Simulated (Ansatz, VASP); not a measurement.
## BiN in two plane-wave programs

Wanted: the spread between two codes on one cell, functional and k mesh. The cell is generated by rule, not measured, and may not be a known phase. The cell is taken from a series of runs on this material, whose earlier steps may have relaxed, scaled, displaced or heated it; both programs get it as it stands.

Program: Ansatz 0.2.0. Level of theory: plane waves, with VASP 6.6.1 beside it; relaxation of cell and atoms at PBEsol. Results are calculated unless marked as measured.

The structure was built from a prototype and need not be the compound's stable phase.

### Step 1. Starting point

It takes space group F-43m (No. 216, cubic). Conventional cell: a = 5.480 Å, b = 5.480 Å, c = 5.480 Å, α = 90.00°, β = 90.00°, γ = 90.00°. Nearest to Bi lie 4 N at 2.37 Å. N has 4 Bi at 2.37 Å nearest. Farther neighbours and most contacts between anions are not listed.

Structure file:

```
Bi N
1.0
     0.00000    2.74003    2.74003
     2.74003    0.00000    2.74003
     2.74003    2.74003    0.00000
Bi N
1 1
Direct
  0.00000 0.00000 0.00000
  0.25000 0.25000 0.25000
```

### Step 2. Ansatz: relaxation of cell and atoms, PBEsol

Ansatz runs on its default PAW (the set named soft_2) files.

The relaxed volume is the usual yardstick between codes: in a stiff, nearly cubic crystal its relative difference is about their pressure difference at one cell divided by the bulk modulus.

input.yaml reads:

```yaml
crystal:
  lattice:
    - [0.0, 2.7400255108, 2.7400255108]
    - [2.7400255108, 0.0, 2.7400255108]
    - [2.7400255108, 2.7400255108, 0.0]
  atoms:
    - { symbol: Bi, position: [0.0, 0.0, 0.0] }
    - { symbol: "N", position: [0.25, 0.25, 0.25] }
kpoints:
  mp_grid: { grid: [16, 16, 16] }
hamiltonian:
  xc: pbesol
scf:
  occupations: { method: methfessel_paxton, width: 0.2 }
output:
  forces: true
  stress: true
  eigenvalues: true
relax:
  adjacent_minimum: "off"
  f_tol: 0.001
  max_steps: 60
  cell: { stress_tol: 0.01 }
```

The run is started by

```
> ansatz run input.yaml --threads 4 --pin off --max-ram 7168MiB --backend cpu --events-out ev --progress --plain --runs-dir out
```

Numbers of over 12 decimals in the logs are rounded to 6 here.

Log:

```text
Engine: ansatz 0.2.0, aarch64-unknown-linux-gnu
Pseudopotentials: kind: paw
Pseudopotential: Bi, paw, valence charge 15, recommended cutoff 420 eV (normal), Bi.paw.azcp
Pseudopotential: N, paw, valence charge 5, recommended cutoff 420 eV (normal), N.paw.azcp
Functional definition: PBEsol
  exchange = pbesol_x
  correlation = pbesol_c
Crystal: 2 atoms, lattice volume = 41.143 Å³
Basis set: ecut = 420 eV, 821 PW (Γ), exchange–correlation on 54×54×54 points (8 copies of the dense FFT grid, shifted against one another)
Bands: 14, of which v1, the nominal top of the filled ones, is band 10 counted from 1 (9 counted from 0)
Symmetry: 24 space group operations
Space group: F-43m (ITA 216), of the structure as read, at distance tolerance 3.5e-5 Å
k-points: 145 of 4096 (time reversal used)
Non-local potential: Bi, projectors of the file, l = 0: 2, l = 1: 2, l = 2: 2, l = 3: 2
Non-local potential: N, projectors of the file, l = 0: 2, l = 1: 2, l = 2: 1
PAW form: soft (Blöchl's): semilocal exchange-correlation on the pseudo side does not see the compensation charge
PAW frozen core: Bi, regenerated for the run's functional, and the local potential with it (the file was generated under x = pbe(κ = 0.804, μ = 0.219515), c = pbe(β = 0.066725))
PAW frozen core: N, regenerated for the run's functional, and the local potential with it (the file was generated under x = pbe(κ = 0.804, μ = 0.219515), c = pbe(β = 0.066725))
PAW one-centre angular grid: Bi, 590 points (default); XC on 64 Gauss nodes
PAW one-centre angular grid: N, 110 points (default); XC on 64 Gauss nodes
Initial density: superposition of atomic densities (neutral atoms: chi_scale 0, normalization atom), corrected by the library's trained network
Initial wavefunctions: pseudopotential atomic-orbital guess
Functional: x = pbesol(κ = 0.804, μ = 0.123457), c = pbesol(β = 0.046)
SCF iter   1: F=—  HF=-12618.913955 eV  |F-HF|=—  |Δ(HF+E_count)|=         —  Δρ=1.81e-2  dr2=1.86e-1  ethr=1.77e-3  ⟨swp⟩=5.0  Hψ=9508  notcnv=0
preconditioner: auto → LDOS  [metal: Δε(μ)=0.054 eV  Ē_g=19.057 eV  σ=0.200 eV  W_gap=0.22  n_scr=14 (ndim 8)  ℏωp=25.9 eV  f_vac=0.018  D(μ)=0.93/eV (n_scr^D=8)  β→1.0]
SCF iter   2: F=—  HF=-12618.884009 eV  |F-HF|=—  |Δ(HF+E_count)|=   2.99e-2  S|Δr|=    0.00e0  Δρ=6.37e-3  dr2=1.56e-2  ethr=9.31e-4  ⟨swp⟩=2.0  Hψ=3605  notcnv=0
preconditioner: auto → Kerker (q_TF=auto, 2.419 Å⁻¹)  [metal: Δε(μ)=0.001 eV  Ē_g=19.062 eV  σ=0.200 eV  W_gap=0.00  n_scr=14 (ndim 8)  ℏωp=25.9 eV  f_vac=0.012  D(μ)=0.79/eV (n_scr^D=0)  β→0.5]
SCF iter   3: F=—  HF=-12618.881187 eV  |F-HF|=—  |Δ(HF+E_count)|=   2.82e-3  S|Δr|=    0.00e0  Δρ=9.12e-4  dr2=1.59e-4  ethr=7.80e-5  ⟨swp⟩=2.1  Hψ=2447  notcnv=0
SCF iter   4: F=—  HF=-12618.881263 eV  |F-HF|=—  |Δ(HF+E_count)|=   7.52e-5  S|Δr|=    0.00e0  Δρ=2.54e-4  dr2=4.29e-5  ethr=7.93e-7  ⟨swp⟩=2.0  Hψ=2681  notcnv=0
SCF iter   5: F=—  HF=-12618.881271 eV  |F-HF|=—  |Δ(HF+E_count)|=   8.36e-6  S|Δr|=    0.00e0  Δρ=7.92e-5  dr2=4.52e-6  ethr=2.15e-7  ⟨swp⟩=2.0  Hψ=2579  notcnv=0
SCF iter   6: F=—  HF=-12618.881274 eV  |F-HF|=—  |Δ(HF+E_count)|=   3.48e-6  S|Δr|=    0.00e0  Δρ=2.82e-5  dr2=5.40e-7  ethr=2.26e-8  ⟨swp⟩=2.1  Hψ=2550  notcnv=0
SCF iter   7: F=-12618.881274 eV  HF=-12618.881274 eV  |F-HF|=1.28e-9  |Δ(HF+E_count)|=   9.32e-8  S|Δr|=    0.00e0  Δρ=3.32e-6  dr2=2.56e-9  ethr=5.00e-10  ⟨swp⟩=6.5  Hψ=9897  notcnv=0
SCF 1 converged in 7 iterations: F = -12618.881274 eV  dr2 = 2.56e-9
  greatest PAW one-centre occupation: 0.989 electrons in one spin orbital (limit 2), on the Bi atom at site 0 (counted from 0), in its partial waves of l = 2
relax step   1: F+E_penalty+E_count = -12618.88127437 eV  Δ(F+E_penalty+E_count) = +0.000e0 eV  max|allowed force component| = 1.480e-15 eV/Å  Δτ_max = 0.0000 Å  P = +0.015 GPa  Ω = 41.143 Å³  (7 SCF iters, dr2 threshold 1.00e-7 eV, accepted)
[...]
relax step   2: F+E_penalty+E_count = -12618.88125692 eV  Δ(F+E_penalty+E_count) = +1.745e-5 eV  max|allowed force component| = 1.554e-15 eV/Å  Δτ_max = 0.0000 Å  P = -0.011 GPa  Ω = 41.154 Å³  energy of the carried Pulay correction = -1.759e-5 eV  (5 SCF iters, dr2 threshold 5.68e-10 eV, accepted)
[...]
relax step   3: F+E_penalty+E_count = -12618.88126454 eV  Δ(F+E_penalty+E_count) = -7.622e-6 eV  max|allowed force component| = 1.184e-15 eV/Å  Δτ_max = 0.0000 Å  P = -0.000 GPa  Ω = 41.149 Å³  energy of the carried Pulay correction = -1.014e-5 eV  (4 SCF iters, dr2 threshold 3.07e-10 eV, accepted)
[...]
relax step   4: F+E_penalty+E_count = -12618.88126454 eV  Δ(F+E_penalty+E_count) = -1.091e-11 eV  max|allowed force component| = 1.110e-15 eV/Å  Δτ_max = 0.0000 Å  P = +0.000 GPa  Ω = 41.149 Å³  stress off target by 2.60e-4 GPa  SCF on the basis re-selected at this cell (its energy is not comparable with the rows above)  (10 SCF iters)
basis re-selected at this cell: Δ(F+E_penalty+E_count) = -1.091e-11 eV, ΔP = +0.000 GPa vs the last step (what re-selecting the basis moved, of the pressure what is left beyond the Pulay correction that the steps carried, after the strain that the cell walked since its last selection, with what the two solves' SCF thresholds leave and, on support functions, any second-order correction that the steps lacked; it is no  [...]
SCF converged after 10 iterations
Stability not checked: this state was not tested for a lower state beside it, because cold or Methfessel-Paxton smearing, or corrected tetrahedra, fill the levels in a way that the test cannot read (fill_not_monotonic; see scf.lower_state_search)
Free energy (F): -12618.881265 eV
Harris-Foulkes:  -12618.881265 eV  (|F-HF|=7.28e-12)
Internal energy: -12618.880265 eV  (E = F + TS)
E sigma→0 (E₀):  -12618.881015 eV
Entropy (-TS):   -0.000999 eV (-0.500 meV/atom)
Fermi energy:    9.981249 eV
--- Per-component energies (eV) ---
  E_band       = -95.856572
  E_kinetic    = 427.609626
  E_local      = -1697.342837  (includes V_loc(G=0)·N_el)
  E_nonlocal   = 611.029057
  E_hartree    = 543.852193
  E_xc         = -209.300981
  E_vxc        = -219.320097  (∫ρ·V_xc dr)
  E_paw        = -10630.967594  (= ΣΔE_a)
  E_vpaw       = -305.536323  (= ΣTr[D̂ρ^β])
  E_aug_tail   = -0.000384  (compensation charges beyond the density's cutoff)
  E_ewald      = -1663.877196
  E_core_change = 0.117851  (= ΣΔE_core)
  E_smearing   = -0.000999  (= −TS)
  E_closure    = 0.000000  (closes the sum)
  Σ components = -12618.881265   (vs F -12618.881265, Δ=0.00e0)
--- Forces (eV/Å), atoms counted from 1 ---
  atom   1  Bi    -0.00000000     0.00000000     0.00000000
  atom   2  N      0.00000000    -0.00000000    -0.00000000
  max |Σ_I F_I| component: 2.22e-16 eV/Å
--- Stress (GPa, compression-positive) ---
        0.000260      -0.000000      -0.000000
       -0.000000       0.000260       0.000000
       -0.000000       0.000000       0.000260
  P = ⅓ Tr σ = 0.0003 GPa (0.003 kbar)
--- Band table (eV; the first three rows and the last of 145) ---
  k-point 0: bands = [... 6 lower, 2.9452, 7.8293, 7.8293, 7.8293, 13.0047, 13.0047, 13.0047, 16.2383]
  k-point 1: bands = [... 6 lower, 2.8401, 7.7891, 7.7891, 7.8242, 12.7679, 13.0553, 13.0553, 16.6457]
  k-point 2: bands = [... 6 lower, 2.5381, 7.6794, 7.6794, 7.7854, 12.3700, 13.1891, 13.1891, 17.4576]
  k-point 144: bands = [... 6 lower, -0.8705, 5.0451, 5.2476, 10.3284, 11.9228, 12.3407, 15.3723, 16.8137]
--- Relaxed structure (3 steps of the walk, 3 accepted, 1 SCFs on fresh bases) ---
  F+E_penalty+E_count = -12618.88126454 eV   max|allowed force component| = 1.110e-15 eV/Å   (the final SCF, on the basis selected at the relaxed cell)
  cell:  # Å, volume = 41.1494 Å³
    - [0, 2.740172, 2.740172]
    - [2.740172, 0, 2.740172]
    - [2.740172, 2.740172, 0]
  atoms:
    - { symbol: Bi, position: [0, 0, 0] }
    - { symbol: N, position: [0.25, 0.25, 0.25] }
```

### Step 3. VASP: relaxation of cell and atoms, PBEsol

The same cell, functional, mesh and smearing now go to VASP, with its own data sets.

Lines of VASP's logs that name or quote its potential files are left out, and so is its time.

INCAR reads:

```
SYSTEM = BiN
PREC = Accurate
ENCUT = 600
EDIFF = 1E-07
NELM = 120
ISMEAR = 1
SIGMA = 0.2
LREAL = .FALSE.
ALGO = Normal
GGA = PS
NBANDS = 16
LORBIT = 11
LWAVE = .FALSE.
LCHARG = .FALSE.
ISIF = 3
IBRION = 2
NSW = 80
EDIFFG = -0.005
LASPH = .TRUE.
GGA_COMPAT = .FALSE.
NELMIN = 4
KPAR = 2
```

POSCAR reads:

```
BiN
1.0
    0.0000000000      2.7400260000      2.7400260000
    2.7400260000      0.0000000000      2.7400260000
    2.7400260000      2.7400260000      0.0000000000
Bi N
1 1
Direct
    0.0000000000      0.0000000000      0.0000000000
    0.2500000000      0.2500000000      0.2500000000
```

KPOINTS reads:

```
Automatic mesh
0
Gamma
16 16 16
0 0 0
```

The projector-augmented-wave data sets are Bi_d and N (PBE family, release 64).

The run is started by

```
> mpirun -np 2 vasp_std
```

Log:

```text
[banner, memory and clock lines left out]
running    2 mpi-ranks, on    1 nodes
 distrk:  each k-point on    1 cores,    2 groups
 distr:  one band on    1 cores,    1 groups

 POSCAR found type information on POSCAR BiN
 POSCAR found :  2 types and       2 ions
|                                                                             |
|               ----> ADVICE to this user running VASP <----                  |
|                                                                             |
|     You enforced a specific xc type in the INCAR file but a different       |
|     [... a line on the potential file left out ...]
|     I HOPE YOU KNOW WHAT YOU ARE DOING!                                     |
|                                                                             |

 LDA part: xc-table for (Slater+PW92), standard interpolation
 POSCAR, INCAR and KPOINTS ok, starting setup
 FFT: planning ... GRIDC
 FFT: planning ... GRID_SOFT
 FFT: planning ... GRID
 WAVECAR not read
 entering main loop
       N       E                     dE             d eps       ncg     rms          rms(c)
DAV:   1     0.171176896265E+03    0.17118E+03   -0.11518E+04  4656   0.160E+03
DAV:   2    -0.122290782190E+00   -0.17130E+03   -0.16624E+03  5288   0.411E+02
DAV:   3    -0.132792445187E+02   -0.13157E+02   -0.13038E+02  5696   0.110E+02
DAV:   4    -0.135609443110E+02   -0.28170E+00   -0.28164E+00  5944   0.185E+01
DAV:   5    -0.135717438696E+02   -0.10800E-01   -0.10799E-01  6848   0.311E+00    0.848E+00
DAV:   6    -0.118152079867E+02    0.17565E+01   -0.21595E+01  6976   0.268E+01    0.550E+00
DAV:   7    -0.113338865797E+02    0.48132E+00   -0.30280E+00  5504   0.895E+00    0.170E+00
DAV:   8    -0.113341034367E+02   -0.21686E-03   -0.39952E-01  4752   0.455E+00    0.127E+00
DAV:   9    -0.113213785094E+02    0.12725E-01   -0.35953E-02  5240   0.140E+00    0.257E-01
DAV:  10    -0.113220430885E+02   -0.66458E-03   -0.31431E-03  5936   0.383E-01    0.208E-01
DAV:  11    -0.113216095137E+02    0.43357E-03   -0.80837E-04  5360   0.229E-01    0.620E-02
DAV:  12    -0.113215932114E+02    0.16302E-04   -0.50237E-05  6440   0.642E-02    0.231E-02
DAV:  13    -0.113215911802E+02    0.20312E-05   -0.31097E-06  6080   0.120E-02    0.106E-02
DAV:  14    -0.113215903795E+02    0.80069E-06   -0.13683E-06  5768   0.804E-03    0.313E-04
DAV:  15    -0.113215903616E+02    0.17992E-07   -0.40817E-08  2960   0.162E-03
   1 F= -.11321590E+02 E0= -.11321261E+02  d E =-.113216E+02
 curvature:   0.00 expect dE= 0.000E+00 dE for cont linesearch  0.000E+00
 trial: gam= 0.00000 g(F)=  0.286E-48 g(S)=  0.759E-05 ort = 0.000E+00 (trialstep = 0.100E+01)
 search vector abs. value=  0.759E-05
 bond charge predicted
       N       E                     dE             d eps       ncg     rms          rms(c)
DAV:   1    -0.113217022464E+02   -0.11187E-03   -0.27879E-03  5992   0.867E-01    0.605E-02
DAV:   2    -0.113216113839E+02    0.90862E-04   -0.27243E-04  5848   0.214E-01    0.221E-02
DAV:   3    -0.113215956424E+02    0.15742E-04   -0.68196E-05  7320   0.110E-01    0.110E-02
DAV:   4    -0.113215922517E+02    0.33906E-05   -0.16410E-05  5928   0.479E-02    0.194E-03
DAV:   5    -0.113215918726E+02    0.37909E-06   -0.13248E-06  5112   0.948E-03    0.995E-04
DAV:   6    -0.113215918379E+02    0.34742E-07   -0.80559E-08  3096   0.381E-03
   2 F= -.11321592E+02 E0= -.11321265E+02  d E =-.147635E-05
 trial-energy change:   -0.000001  1 .order   -0.000002   -0.000008    0.000003
 step:   0.6049(harm=  0.7224)  dis= 0.00000  next Energy=   -11.321592 (dE=-0.211E-05)
 reached required accuracy - stopping structural energy minimisation
```

OUTCAR, selected parts (step 3):

```text
ion  position               nearest neighbor table
   1  0.000  0.000  0.000-   2 2.37   2 2.37   2 2.37   2 2.37
   2  0.250  0.250  0.250-   1 2.37   1 2.37   1 2.37   1 2.37

  LATTYP: Found a face centered cubic cell.
 ALAT       =     5.4800520000

 Subroutine GETGRP returns: Found 24 space group operations
 (whereof 24 operations were pure point group operations)

The static configuration has the point symmetry T_d .

 Found    145 irreducible k-points:

   k-points           NKPTS =    145   k-points in BZ     NKDIM =    145   number of bands    NBANDS=     16

   dimension x,y,z NGX =    32 NGY =   32 NGZ =   32
   dimension x,y,z NGXF=    64 NGYF=   64 NGZF=   64

   ENCUT  =  600.0 eV  44.10 Ry    6.64 a.u.   7.74  7.74  7.74*2*pi/ulx,y,z

   NELECT =      20.0000    total number of electrons

 k-points in reciprocal lattice and weights: Automatic mesh
   0.00000000  0.00000000  0.00000000       0.000
   0.06250000  0.00000000  0.00000000       0.002
   0.12500000  0.00000000  0.00000000       0.002
   0.18750000  0.00000000  0.00000000       0.002
   0.25000000  0.00000000  0.00000000       0.002
   0.31250000  0.00000000  0.00000000       0.002
   0.37500000  0.00000000  0.00000000       0.002
   0.43750000  0.00000000  0.00000000       0.002
   0.50000000  0.00000000  0.00000000       0.001
[...]
-0.31250000  0.50000000  0.18750000       0.003
  -0.25000000  0.50000000  0.25000000       0.001

 average (electrostatic) potential at core
       1-104.2646       2 -62.1077

 E-fermi :   6.5449

 k-point     1 :       0.0000    0.0000    0.0000
  band No.  band energies     occupation
    ...
      6      -9.5332      2.00000
      7      -0.4985      2.00000
      8       4.4014      2.00000
      9       4.4014      2.00000
     10       4.4014      2.00000
     11       9.5648     -0.00000
     12       9.5648     -0.00000
     13       9.5648     -0.00000
     14      12.7926      0.00000
     15      17.4109      0.00000
    ...

 k-point     2 :       0.0625    0.0000    0.0000
  band No.  band energies     occupation
    ...
      6      -9.4887      2.00000
      7      -0.6035      2.00000
      8       4.3611      2.00000
      9       4.3611      2.00000
     10       4.3957      2.00000
     11       9.3281     -0.00000
     12       9.6154     -0.00000
     13       9.6154     -0.00000
     14      13.2004      0.00000
     15      17.1085      0.00000
    ...

 k-point     3 :       0.1250    0.0000    0.0000
  band No.  band energies     occupation
    ...
      6      -9.3569      2.00000
      7      -0.9050      2.00000
      8       4.2514      2.00000
      9       4.2514      2.00000
     10       4.3558      2.00000
     11       8.9310     -0.00000
     12       9.7493     -0.00000
     13       9.7493     -0.00000
     14      14.0138      0.00000
     15      16.7269      0.00000
    ...

  Total       -0.0039353     -0.0039353     -0.0039353      0.0000000      0.0000000     -0.0000000
  in kB       -0.1531344     -0.1531344     -0.1531344      0.0000000      0.0000000     -0.0000000
  external PRESSURE =      -0.1531344 kB  Pullay stress =       0.0000000 kB

  energy-cutoff  :      600.00
  volume of cell :       41.17
      direct lattice vectors                 reciprocal lattice vectors
     0.000000000  2.740703003  2.740703003    -0.182434944  0.182434944  0.182434944
     2.740703003  0.000000000  2.740703003     0.182434944 -0.182434944  0.182434944
     2.740703003  2.740703003  0.000000000     0.182434944  0.182434944 -0.182434944

 POSITION                                       TOTAL-FORCE (eV/Angst)
 -----------------------------------------------------------------------------------
      2.74070      2.74070      0.00000         0.000000      0.000000      0.000000
      1.37035      1.37035      1.37035        -0.000000     -0.000000     -0.000000
 -----------------------------------------------------------------------------------
    total drift:                               -0.000000     -0.000000     -0.000000

  FREE ENERGIE OF THE ION-ELECTRON SYSTEM (eV)
  ---------------------------------------------------
  free  energy   TOTEN  =       -11.3215918379 eV

  energy  without entropy=      -11.3206120882  energy(sigma->0) =      -11.32126525

 reached required accuracy - stopping structural energy minimisation

 total charge
# of ion       s       p       d       tot
------------------------------------------
    1        1.591   1.100   9.983  12.673
    2        1.323   2.212   0.000   3.535
--------------------------------------------------
tot          2.914   3.312   9.983  16.208

[... 3 further parts left out ...]
```

CONTCAR:

```
BiN
   1.00000000000000
     0.0000000000000000    2.7407030025271379    2.7407030025271379
     2.7407030025271379    0.0000000000000000    2.7407030025271379
     2.7407030025271379    2.7407030025271379    0.0000000000000000
  Bi              N
     1     1
Direct
     0.0000000000000000    0.0000000000000000    1.0000000000000000
     0.2500000000000000    0.2500000000000000    0.2500000000000000
```

### Step 4. Side by side

Known differences besides the potentials themselves: the cutoff is 420 eV in Ansatz and 600 eV in VASP; Ansatz makes its cores anew for this functional, VASP keeps those of its PBE data sets; Ansatz adds a Pulay correction to the stress that steers its cell, VASP none. Total energies have different zeros and are not compared.

Both answers:

| quantity | Ansatz | VASP | difference |
| --- | --- | --- | --- |
| volume (Å³) | 41.15 | 41.17 | -0.06 % |
| edge a after relaxation, in the typed setting (Å) | 3.875 | 3.876 | -0.02 % |

### Step 5. Results

* difference in volume (relaxation of cell and atoms, PBEsol): -0.058 %

The difference in volume is -0.058 % (relaxation of cell and atoms, PBEsol), within the 1.2 % picked in this series as the mark of a large difference, as far as the stopping tolerances let one tell. 1 further run of this series is not shown here. Such differences can come from data sets, numerical settings and the points named under the comparisons, not from the functional's error against experiment.

[Lines on the potential files, build, host, timing and source positions are cut from VASP's logs without a mark.]

[Logs are printed without paths, hosts, clocks, repeated set-up lines and the standing remarks that a program may print on its own settings, such as how far it seeks lower states.]

[Hosts, paths, dates, database ids (printed as entryN), source tags and the programs' standing remarks are cut or masked in the printed files.]
